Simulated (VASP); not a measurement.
# Which face does Ni expose?, part 4 of 6

How do surface energy, work function and relaxation of Ni depend on the face?

VASP 6.6.1, plane waves and PAW; the level of theory is named at each step.

Still holding for the runs below: The magnetic state follows from one typed start and may not be the lowest.

So far. Step 4 (Relaxing the slab, 7 atoms, face Ni(111)): The run ended after 8 ionic steps, 0.004 eV below its first step, once the forces on the free atoms met EDIFFG = -0.03. Step 5 (Vacuum level and density of states, 7 atoms, face …): The vacuum level lies 5.02 eV above the Fermi level at the upper face; both faces agree, as the slab has next to no dipole.

### Step 6. Surface relaxation, 7 atoms, face Ni(100)

Level of this step: PBE, spin-polarised from a ferromagnetic start; plane waves and PAW (Ni) (VASP).

Contents of INCAR:

```
SYSTEM = Ni
PREC = Normal
ENCUT = 320
EDIFF = 1E-05
NELM = 120
ISMEAR = 1
SIGMA = 0.15
LREAL = .FALSE.
ALGO = Fast
GGA = PE
NBANDS = 51
ISPIN = 2
MAGMOM = 1 1 1 1 1 1 1
LASPH = .TRUE.
LMAXMIX = 4
LORBIT = 11
LWAVE = .FALSE.
LCHARG = .FALSE.
KPAR = 4
IBRION = 2
NSW = 40
ISIF = 2
EDIFFG = -0.03
POTIM = 0.4
MAXMIX = 40
```

Contents of POSCAR:

```
Ni
1.0
    2.4861695823      0.0000000000      0.0000000000
    0.0000000000      2.4861695823      0.0000000000
    0.0000000000      0.0000000000     25.5479242248
Ni
7
Direct
    0.0000000000      0.0000000000      0.2935659200
    0.5000000000      0.5000000000      0.3623772800
    0.0000000000      0.0000000000      0.4311886400
    0.5000000000      0.5000000000      0.5000000000
    0.0000000000      0.0000000000      0.5688113600
    0.5000000000      0.5000000000      0.6376227200
    0.0000000000      0.0000000000      0.7064340800
```

Contents of KPOINTS:

```
Automatic mesh
0
Gamma
12 12 1
0 0 0
```

PAW data sets: Ni (PBE family, release 64).

Command:

```
$ mpirun -np 4 vasp_std
```

The log of the run:

```text
[... set-up lines as in an earlier step ...]
 entering main loop
       N       E                     dE             d eps       ncg     rms          rms(c)
DAV:   1     0.431058894289E+03    0.43106E+03   -0.23720E+04  5720   0.117E+03
DAV:   2    -0.785731509486E+01   -0.43892E+03   -0.41402E+03  5737   0.290E+02
DAV:   3    -0.426643475714E+02   -0.34807E+02   -0.32734E+02  6198   0.110E+02
DAV:   4    -0.432536875206E+02   -0.58934E+00   -0.58804E+00  6236   0.163E+01
DAV:   5    -0.432692886968E+02   -0.15601E-01   -0.15601E-01  8625   0.166E+00    0.251E+01
RMM:   6    -0.456512472530E+02   -0.23820E+01   -0.57997E+01  5716   0.596E+01    0.347E+01
RMM:   7    -0.515953451148E+02   -0.59441E+01   -0.13719E+01  5734   0.246E+01    0.425E+01
RMM:   8    -0.423478460239E+02    0.92475E+01   -0.58345E+00  5738   0.185E+01    0.341E+01
RMM:   9    -0.370125397364E+02    0.53353E+01   -0.38561E+00  5756   0.145E+01    0.158E+01
RMM:  10    -0.393175097715E+02   -0.23050E+01   -0.40312E+00  5765   0.138E+01    0.266E+01
RMM:  11    -0.380047828296E+02    0.13127E+01   -0.27053E+00  5765   0.123E+01    0.265E+01
RMM:  12    -0.357893452348E+02    0.22154E+01   -0.37622E-01  5768   0.446E+00    0.636E+00
RMM:  13    -0.360232916465E+02   -0.23395E+00   -0.94075E-02  5773   0.148E+00    0.239E+00
RMM:  14    -0.362229635268E+02   -0.19967E+00   -0.78380E-02  5748   0.167E+00    0.594E+00
RMM:  15    -0.361309131890E+02    0.92050E-01   -0.33463E-02  5768   0.109E+00    0.362E+00
RMM:  16    -0.362507573345E+02   -0.11984E+00   -0.47890E-02  5788   0.107E+00    0.397E+00
RMM:  17    -0.364034946517E+02   -0.15274E+00   -0.43917E-02  5843   0.876E-01    0.465E+00
RMM:  18    -0.364025071276E+02    0.98752E-03   -0.34154E-03  5814   0.336E-01    0.466E+00
RMM:  19    -0.364202570252E+02   -0.17750E-01   -0.24277E-03  5769   0.290E-01    0.480E+00
RMM:  20    -0.364684638189E+02   -0.48207E-01   -0.11683E-02  5991   0.571E-01    0.477E+00
RMM:  21    -0.365460910671E+02   -0.77627E-01   -0.80684E-02  7415   0.117E+00    0.345E+00
RMM:  22    -0.365676726908E+02   -0.21582E-01   -0.64013E-03  5833   0.432E-01    0.295E+00
RMM:  23    -0.365841891997E+02   -0.16517E-01   -0.80830E-03  5895   0.542E-01    0.312E+00
RMM:  24    -0.365971261739E+02   -0.12937E-01   -0.33092E-02  7339   0.113E+00    0.374E+00
RMM:  25    -0.365877718609E+02    0.93543E-02   -0.19915E-03  5800   0.221E-01    0.345E+00
RMM:  26    -0.365894970162E+02   -0.17252E-02   -0.59421E-03  5821   0.543E-01    0.293E+00
RMM:  27    -0.365876253160E+02    0.18717E-02   -0.14971E-03  5728   0.223E-01    0.281E+00
RMM:  28    -0.365920211832E+02   -0.43959E-02   -0.15175E-03  5754   0.226E-01    0.260E+00
RMM:  29    -0.366014786983E+02   -0.94575E-02   -0.10529E-02  7173   0.648E-01    0.191E+00
RMM:  30    -0.366074549935E+02   -0.59763E-02   -0.30282E-03  5855   0.356E-01    0.156E+00
[...]
RMM:  34    -0.366198298997E+02   -0.31237E-02   -0.25526E-03  5801   0.325E-01    0.940E-02
RMM:  35    -0.366217327787E+02   -0.19029E-02   -0.72313E-04  5782   0.142E-01    0.227E-01
RMM:  36    -0.366228842749E+02   -0.11515E-02   -0.16669E-04  5731   0.105E-01    0.160E-01
RMM:  37    -0.366238098197E+02   -0.92554E-03   -0.63886E-05  5418   0.535E-02    0.113E-01
RMM:  38    -0.366251643410E+02   -0.13545E-02   -0.11436E-04  5676   0.698E-02    0.399E-02
RMM:  39    -0.366256685568E+02   -0.50422E-03   -0.10650E-05  3517   0.212E-02    0.414E-02
RMM:  40    -0.366259145405E+02   -0.24598E-03   -0.28378E-06  3401   0.878E-03    0.376E-02
RMM:  41    -0.366264004554E+02   -0.48591E-03   -0.70093E-06  3536   0.108E-02    0.235E-02
RMM:  42    -0.366265253653E+02   -0.12491E-03   -0.26081E-06  3436   0.877E-03    0.298E-02
RMM:  43    -0.366265578570E+02   -0.32492E-04   -0.17590E-06  3339   0.892E-03    0.223E-02
RMM:  44    -0.366265730088E+02   -0.15152E-04   -0.13166E-06  3339   0.647E-03    0.153E-02
RMM:  45    -0.366265801918E+02   -0.71830E-05   -0.51467E-07  2753   0.397E-03
   1 F= -.36626580E+02 E0= -.36627853E+02  d E =-.366266E+02  mag=     4.7342
 curvature:   0.00 expect dE= 0.000E+00 dE for cont linesearch  0.000E+00
 trial: gam= 0.00000 g(F)=  0.176E-01 g(S)=  0.000E+00 ort = 0.000E+00 (trialstep = 0.100E+01)
 search vector abs. value=  0.176E-01
 bond charge predicted
       N       E                     dE             d eps       ncg     rms          rms(c)
DAV:   1    -0.366363296896E+02   -0.97567E-02   -0.29887E+00  5971   0.694E+00    0.429E-01
RMM:   2    -0.366381448204E+02   -0.18151E-02   -0.27408E-02  5715   0.134E+00    0.463E-01
RMM:   3    -0.366386038564E+02   -0.45904E-03   -0.49564E-03  5752   0.449E-01    0.257E-01
RMM:   4    -0.366395449476E+02   -0.94109E-03   -0.13284E-03  5759   0.263E-01    0.192E-01
RMM:   5    -0.366397333050E+02   -0.18836E-03   -0.14815E-03  5717   0.253E-01    0.321E-01
RMM:   6    -0.366400680254E+02   -0.33472E-03   -0.30422E-04  5712   0.142E-01    0.212E-01
RMM:   7    -0.366402657301E+02   -0.19770E-03   -0.63561E-04  5710   0.174E-01    0.141E-02
RMM:   8    -0.366402741843E+02   -0.84542E-05   -0.12307E-04  5621   0.546E-02    0.394E-02
RMM:   9    -0.366402714665E+02    0.27178E-05   -0.36760E-05  4470   0.474E-02
   2 F= -.36640271E+02 E0= -.36641315E+02  d E =-.136913E-01  mag=     4.7293
[...]
3 F= -.36646128E+02 E0= -.36646897E+02  d E =-.195477E-01  mag=     4.7255
[...]
4 F= -.36646333E+02 E0= -.36647058E+02  d E =-.197528E-01  mag=     4.7252
[...]
5 F= -.36646355E+02 E0= -.36647066E+02  d E =-.197751E-01  mag=     4.7250
[...]
6 F= -.36647446E+02 E0= -.36648208E+02  d E =-.109046E-02  mag=     4.7227
 trial-energy change:   -0.001090  1 .order   -0.001078   -0.001416   -0.000740
 step:   2.5912(harm=  2.5912)  dis= 0.01073  next Energy=   -36.647837 (dE=-0.148E-02)
 bond charge predicted
       N       E                     dE             d eps       ncg     rms          rms(c)
DAV:   1    -0.366474527280E+02   -0.11966E-04   -0.37509E-01  5804   0.247E+00    0.181E-01
RMM:   2    -0.366478079272E+02   -0.35520E-03   -0.30363E-03  5714   0.452E-01    0.209E-02
RMM:   3    -0.366478657449E+02   -0.57818E-04   -0.45659E-04  5721   0.127E-01    0.865E-03
RMM:   4    -0.366478723797E+02   -0.66348E-05   -0.59179E-05  5074   0.496E-02
   7 F= -.36647872E+02 E0= -.36648685E+02  d E =-.151709E-02  mag=     4.7195
 curvature:  -1.38 expect dE=-0.681E-04 dE for cont linesearch -0.262E-04
 trial: gam= 0.00000 g(F)=  0.492E-04 g(S)=  0.000E+00 ort =-0.152E-03 (trialstep = 0.151E+01)
 search vector abs. value=  0.492E-04
 reached required accuracy - stopping structural energy minimisation
```

Run time: 5.2 min. Hardware: 4 MPI ranks of AMD EPYC 7571, shared host; peak memory 0.93 GiB.

Parts of OUTCAR (step 6):

```text
   k-points           NKPTS =     28   k-points in BZ     NKDIM =     28   number of bands    NBANDS=     51

   ENCUT  =  320.0 eV  23.52 Ry    4.85 a.u.   3.63  3.63 37.26*2*pi/ulx,y,z

   NELECT =      70.0000    total number of electrons

 E-fermi :   2.0433

 spin component 1
 k-point     1 :       0.0000    0.0000    0.0000
  band No.  band energies     occupation
    ...
     37       1.4345      1.00000
     38       1.4753      1.00000
     39       1.5032      1.00000
     40       1.5032      1.00000
     41       1.7071      1.00339
     42       3.1574     -0.00000
     43       4.0772     -0.00000
     44       6.7138      0.00000
     45       7.1058      0.00000
     46       8.1241      0.00000
    ...

 k-point     2 :       0.0833    0.0000    0.0000
  band No.  band energies     occupation
    ...
     36       1.2447      1.00000
     37       1.3865      1.00000
     38       1.3923      1.00000
     39       1.4654      1.00000
     40       1.5140      1.00000
     41       2.1970     -0.02752
     42       3.5533     -0.00000
     43       4.5302     -0.00000
     44       6.8852      0.00000
     45       7.2889      0.00000
    ...

  Total       -1.5299131     -1.5299131     -0.2501600      0.0000000     -0.0000000     -0.0000000
  in kB      -15.5224485    -15.5224485     -2.5381149      0.0000000     -0.0000000     -0.0000000
  external PRESSURE =     -11.1943373 kB  Pullay stress =       0.0000000 kB

 POSITION                                       TOTAL-FORCE (eV/Angst)
 -----------------------------------------------------------------------------------
      0.00000      0.00000      7.53326        -0.000000     -0.000000      0.003880
      1.24308      1.24308      9.22931         0.000000     -0.000000      0.011364
      0.00000      0.00000     11.00550         0.000000     -0.000000      0.022211
      1.24308      1.24308     12.77396        -0.000000     -0.000000      0.000000
      0.00000      0.00000     14.54243        -0.000000      0.000000     -0.022211
      1.24308      1.24308     16.31862        -0.000000      0.000000     -0.011364
      0.00000      0.00000     18.01467         0.000000     -0.000000     -0.003880
 -----------------------------------------------------------------------------------
    total drift:                                0.000000      0.000000      0.000000

  FREE ENERGIE OF THE ION-ELECTRON SYSTEM (eV)
  ---------------------------------------------------
  free  energy   TOTEN  =       -36.6478723797 eV

  energy  without entropy=      -36.6503096376  energy(sigma->0) =      -36.64868480

 magnetization (x)
# of ion       s       p       d       tot
------------------------------------------
    1       -0.002  -0.018   0.762   0.741
    2       -0.007  -0.025   0.709   0.677
    3       -0.007  -0.025   0.704   0.671
    4       -0.006  -0.026   0.674   0.642
    5       -0.007  -0.025   0.704   0.671
    6       -0.007  -0.025   0.709   0.677
    7       -0.002  -0.018   0.762   0.741
--------------------------------------------------
tot         -0.040  -0.163   5.024   4.821

[... 1 part as in an earlier step ...]

[... 20 further parts left out ...]
```

CONTCAR:

```
Ni
   1.00000000000000
     2.4861695823000001    0.0000000000000000    0.0000000000000000
     0.0000000000000000    2.4861695823000001    0.0000000000000000
     0.0000000000000000    0.0000000000000000   25.5479242247999991
  Ni
     7
Direct
     0.0000000000000000    0.0000000000000000    0.2948676913839454
     0.5000000000000000    0.5000000000000000    0.3612546918203284
     0.0000000000000000    0.0000000000000000    0.4307785581968733
     0.5000000000000000    0.5000000000000000    0.5000000000000000
     0.0000000000000000    0.0000000000000000    0.5692214418031268
     0.5000000000000000    0.5000000000000000    0.6387453081796716
     0.0000000000000000    0.0000000000000000    0.7051323086160547
```

The run keeps the 16 symmetry operations of its start, so it cannot find a distortion of lower symmetry.

Relaxation path:

```csv
step,energy less that of the first step (eV),largest force (eV/Å)
1,0.0000,0.3562
2,-0.0137,0.1924
3,-0.0195,0.0988
4,-0.0198,0.1055
5,-0.0198,0.1075
6,-0.0209,0.0513
7,-0.0213,0.0222
```

The atoms that moved most (Å):

| atom | dx | dy | dz | length |
| --- | --- | --- | --- | --- |
| Ni1 | 0.000 | 0.000 | 0.033 | 0.033 |
| Ni7 | 0.000 | 0.000 | -0.033 | 0.033 |
| Ni6 | 0.000 | 0.000 | 0.029 | 0.029 |
| Ni2 | 0.000 | 0.000 | -0.029 | 0.029 |
| Ni3 | 0.000 | 0.000 | -0.010 | 0.010 |
| Ni5 | 0.000 | 0.000 | 0.010 | 0.010 |

Final coordinates:

```cif
data_structure
_symmetry_space_group_name_H-M 'P 1'
_symmetry_Int_Tables_number 1
_cell_length_a 2.4862
_cell_length_b 2.4862
_cell_length_c 25.5479
_cell_angle_alpha 90.000
_cell_angle_beta 90.000
_cell_angle_gamma 90.000
_cell_volume 157.91
loop_
_atom_site_label
_atom_site_type_symbol
_atom_site_fract_x
_atom_site_fract_y
_atom_site_fract_z
_atom_site_occupancy
Ni1 Ni 0.00000 0.00000 0.29487 1
Ni2 Ni 0.50000 0.50000 0.36125 1
Ni3 Ni 0.00000 0.00000 0.43078 1
Ni4 Ni 0.50000 0.50000 0.50000 1
Ni5 Ni 0.00000 0.00000 0.56922 1
Ni6 Ni 0.50000 0.50000 0.63875 1
Ni7 Ni 0.00000 0.00000 0.70513 1
```

This step gave:

```yaml
electronic_cycles: 79
free_energy_toten: -36.65 eV
energy_at_zero_smearing: -36.65 eV
fermi_energy: 2.043 eV
moment_of_the_cell_from_the_last_line_of_the_log: 4.720 μB
```

Spin moment in the PAW sphere by atom:

```
atom  spin moment in the PAW sphere (μB)
 Ni1                               0.741
 Ni2                               0.677
 Ni3                               0.671
 Ni4                               0.642
 Ni5                               0.671
 Ni6                               0.677
 Ni7                               0.741
```

The run ended after 7 ionic steps, 0.021 eV below its first step, once the forces on the free atoms met EDIFFG = -0.03.

[end of part 4 of 6]

[Lines on the potential files, build, host, timing and source positions are cut from VASP's logs without a mark.]

[Logs are printed without paths, hosts, clocks, repeated set-up lines and the standing remarks that a program may print on its own settings, such as how far it seeks lower states.]

[Hosts, paths, dates, database ids (printed as entryN), source tags and the programs' standing remarks are cut or masked in the printed files.]

[Runs that stopped without an error message from VASP are left out.]
